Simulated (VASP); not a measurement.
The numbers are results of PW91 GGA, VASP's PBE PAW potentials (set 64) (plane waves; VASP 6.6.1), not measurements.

Input for VASP

INCAR:
```
NSW  =  60
PREC  =  Accurate
IBRION  =  2   # conjugate gradients
EDIFFG  =  -0.01   # ionic stop
SYSTEM  =  HgTe
EDIFF  =  1E-6
LCHARG  =  .FALSE.
LMAXMIX  =  6   # l cut-off of mixed one-centre charges
GGA  =  91   # PW91
ALGO  =  Normal
LASPH  =  .TRUE.   # aspherical one-centre terms
LWAVE  =  .FALSE.
ISIF  =  3
ISMEAR  =  0
NELM  =  100   # most electronic steps
SIGMA  =  0.05   # width (eV)
LREAL  =  .FALSE.
ENCUT  =  520   # plane-wave cut-off (eV)
```

File KPOINTS:
```
Automatic mesh
0
Gamma
7 7 7
0 0 0
```

POSCAR:
```
HgTe
1.0
  0.0000000000   3.2300000000   3.2300000000
  3.2300000000   0.0000000000   3.2300000000
  3.2300000000   3.2300000000   0.0000000000
Hg Te
1 1
Cart
  0.0000000000   0.0000000000   0.0000000000
  1.6150000000   1.6150000000   1.6150000000
```

POTCAR, in this order: Hg Te (PBE.64 set). Program: vasp_std.

What VASP printed:

**OSZICAR**
```
       N       E                     dE             d eps       ncg     rms          rms(c)
DAV:   1     0.110394074023E+03    0.11039E+03   -0.83294E+03   520   0.121E+03
DAV:   2     0.682985994893E+00   -0.10971E+03   -0.10440E+03   570   0.267E+02
DAV:   3    -0.385689002493E+01   -0.45399E+01   -0.45175E+01   615   0.570E+01
DAV:   4    -0.390050372598E+01   -0.43614E-01   -0.43605E-01   703   0.517E+00
DAV:   5    -0.390078305371E+01   -0.27933E-03   -0.27933E-03   638   0.350E-01    0.773E+00
DAV:   6    -0.364450704265E+01    0.25628E+00   -0.66679E-01   605   0.124E+01    0.611E+00
DAV:   7    -0.363805988774E+01    0.64472E-02   -0.13048E-01   565   0.290E+00    0.245E+00
DAV:   8    -0.363673565465E+01    0.13242E-02   -0.12141E-02   545   0.150E+00    0.705E-01
DAV:   9    -0.363666659419E+01    0.69060E-04   -0.90107E-04   610   0.384E-01    0.152E-01
DAV:  10    -0.363669621183E+01   -0.29618E-04   -0.10070E-04   634   0.101E-01    0.726E-02
DAV:  11    -0.363671158386E+01   -0.15372E-04   -0.42172E-05   545   0.595E-02    0.343E-02
DAV:  12    -0.363670984095E+01    0.17429E-05   -0.59276E-06   600   0.236E-02    0.159E-02
DAV:  13    -0.363670987472E+01   -0.33765E-07   -0.41021E-07   325   0.481E-03
   1 F= -.36367099E+01 E0= -.36365974E+01  d E =-.363671E+01
       N       E                     dE             d eps       ncg     rms          rms(c)
DAV:   1    -0.577168160424E+01   -0.21350E+01   -0.45717E+01   540   0.853E+01    0.156E+01
DAV:   2    -0.398960347703E+01    0.17821E+01   -0.42945E+00   535   0.308E+01    0.531E+00
DAV:   3    -0.376407343214E+01    0.22553E+00   -0.47667E-01   555   0.712E+00    0.500E+00
DAV:   4    -0.370628514176E+01    0.57788E-01   -0.81780E-02   545   0.191E+00    0.143E+00
DAV:   5    -0.370247006333E+01    0.38151E-02   -0.79705E-03   563   0.877E-01    0.632E-01
DAV:   6    -0.370245535819E+01    0.14705E-04   -0.10209E-03   545   0.265E-01    0.356E-01
DAV:   7    -0.370244150411E+01    0.13854E-04   -0.64030E-04   580   0.277E-01    0.233E-02
DAV:   8    -0.370248137993E+01   -0.39876E-04   -0.97385E-05   600   0.100E-01    0.414E-02
DAV:   9    -0.370248778121E+01   -0.64013E-05   -0.11194E-05   585   0.204E-02    0.589E-03
DAV:  10    -0.370248771380E+01    0.67407E-07   -0.25659E-07   370   0.461E-03
   2 F= -.37024877E+01 E0= -.37023753E+01  d E =-.657778E-01
       N       E                     dE             d eps       ncg     rms          rms(c)
DAV:   1    -0.383486521969E+01   -0.13238E+00   -0.25992E+00   550   0.192E+01    0.243E+00
DAV:   2    -0.372060304376E+01    0.11426E+00   -0.31182E-01   535   0.822E+00    0.755E-01
DAV:   3    -0.370970502534E+01    0.10898E-01   -0.35417E-02   530   0.174E+00    0.717E-01
DAV:   4    -0.370835747697E+01    0.13475E-02   -0.35401E-03   560   0.519E-01    0.111E-01
DAV:   5    -0.370824807125E+01    0.10941E-03   -0.59798E-04   540   0.310E-01    0.103E-01
DAV:   6    -0.370827106930E+01   -0.22998E-04   -0.11833E-04   585   0.113E-01    0.385E-02
DAV:   7    -0.370826798070E+01    0.30886E-05   -0.88777E-06   565   0.352E-02    0.844E-03
DAV:   8    -0.370826998017E+01   -0.19995E-05   -0.25181E-06   549   0.112E-02    0.236E-03
DAV:   9    -0.370827020704E+01   -0.22688E-06   -0.21825E-07   400   0.449E-03
   3 F= -.37082702E+01 E0= -.37081578E+01  d E =-.715603E-01
```

**OUTCAR**
```
------------------------ aborting loop because EDIFF is reached ----------------------------------------
  FORCE on cell =-STRESS in cart. coord.  units (eV):
  Direction    XX          YY          ZZ          XY          YZ          ZX
  --------------------------------------------------------------------------------------
  Total        0.0074937      0.0074937      0.0074937      0.0000000      0.0000000     -0.0000000
  in kB        0.1628112      0.1628112      0.1628112      0.0000000      0.0000000     -0.0000000
  external PRESSURE =       0.1628112 kB  Pullay stress =       0.0000000 kB
  volume of cell :       73.74
      direct lattice vectors                 reciprocal lattice vectors
    -0.000000000  3.328368091  3.328368091    -0.150223769  0.150223769  0.150223769
     3.328368091 -0.000000000  3.328368091     0.150223769 -0.150223769  0.150223769
     3.328368091  3.328368091  0.000000000     0.150223769  0.150223769 -0.150223769
 POSITION                                       TOTAL-FORCE (eV/Angst)
 -----------------------------------------------------------------------------------
      0.00000      0.00000      0.00000         0.000000     -0.000000      0.000000
      1.66418      1.66418      1.66418        -0.000000      0.000000     -0.000000
 -----------------------------------------------------------------------------------
    total drift:                                0.000000      0.000000      0.000000
  FREE ENERGIE OF THE ION-ELECTRON SYSTEM (eV)
  ---------------------------------------------------
  free  energy   TOTEN  =        -3.7082702070 eV

  energy  without entropy=       -3.7080453347  energy(sigma->0) =       -3.70815777

 reached required accuracy - stopping structural energy minimisation
```
(Selected blocks of OUTCAR.)

CONTCAR:
```
HgTe
   1.00000000000000
    -0.0000000000000000    3.3283680906034063    3.3283680906034063
     3.3283680906034063   -0.0000000000000000    3.3283680906034063
     3.3283680906034063    3.3283680906034063    0.0000000000000000
  Hg              Te
     1     1
Direct
     0.0000000000000000    0.0000000000000000    0.0000000000000000
     0.2500000000000000    0.2500000000000000    0.2500000000000000
```

Energy and stress use the plane-wave basis of the starting cell.

The compound is HgTe in the zinc blende structure. This run relaxes it. Symmetry was kept, so distortions that lower it aren't found.
